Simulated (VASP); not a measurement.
Given:

```xyz
2
Lattice="0.0000 2.7680 2.7680 2.7680 0.0000 2.7680 2.7680 2.7680 0.0000" Properties=species:S:1:pos:R:3 pbc="T T T"
Si     0.0000     0.0000     0.0000
Nb     2.7680     2.7680     2.7680
```

All values below come from PBEsol GGA, VASP's PBE PAW potentials (set 64) (plane waves; VASP). Run with 400 eV cut-off, 10×10×10 Γ-centred mesh, first-order Methfessel-Paxton smearing of 0.10 eV, potentials Si Nb_sv.

Energy and stress use the plane-wave basis of the starting cell.

The ions, cell shape and volume are relaxed. Predict the relaxed structure.

```xyz
2
Lattice="0.0000 2.5497 2.5497 2.5497 0.0000 2.5497 2.5497 2.5497 0.0000" Properties=species:S:1:pos:R:3 pbc="T T T"
Si     0.0000     0.0000     0.0000
Nb     2.5497     2.5497     2.5497
```
Space group Fm-3m (225), at a tolerance of 0.03 Å.

How do energy and volume change from the first to the last step?

The energy (σ→0) changes by -432.2 meV/atom and the volume by -21.8 %, in 7 ionic steps.

The structure was generated: NbSi was put into the rocksalt type (Fm-3m), which need not be its known phase. This run relaxes it. Symmetry was kept, so distortions that lower it aren't found. The electron count is odd and the run is not spin-polarised, which forces a metal.
